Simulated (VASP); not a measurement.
Given:

```
W
1.0
    5.06191     0.00000     0.00000
    0.00000     5.06191     0.00000
    0.00000     0.00000     5.06191
W
8
Direct
  0.25000   0.00000   0.50000
  0.75000   0.00000   0.50000
  0.50000   0.75000   0.00000
  0.50000   0.25000   0.00000
  0.00000   0.50000   0.75000
  0.00000   0.50000   0.25000
  0.00000   0.00000   0.00000
  0.50000   0.50000   0.50000
```

All values below come from r2SCAN meta-GGA, VASP's PBE PAW potentials (set 64) (plane waves; VASP). Run with 400 eV cut-off, 7×7×7 Γ-centred mesh, tetrahedra with Blöchl corrections, potentials W_sv.

Problem. Give the energies of bands 49 to 62 at the high-symmetry points, in eV from the Fermi level.

Solution. 
```tsv
band	Γ	X	M	R
49	-2.23	-1.69	-2.12	-2.48
50	-2.23	-1.69	-1.78	-2.48
51	-2.21	-1.23	-1.78	-1.49
52	-2.21	-1.23	-1.71	-1.49
53	-1.53	-1.22	-1.21	-1.49
54	-1.53	-1.22	-0.83	-1.49
55	-0.41	-0.92	-0.83	-1.49
56	-0.41	-0.92	0.29	-1.49
57	-0.41	0.69	0.29	1.47
58	1.77	0.69	0.30	1.47
59	1.77	0.81	0.57	1.47
60	1.77	0.81	0.98	1.47
61	1.85	1.35	1.16	1.47
62	1.85	1.35	2.44	1.47
```

It has no gap at this level: it comes out as a metal or semimetal.

The structure comes from a computed database's W entry (Pm-3n); how it stands against other phases isn't given here. It was relaxed first.
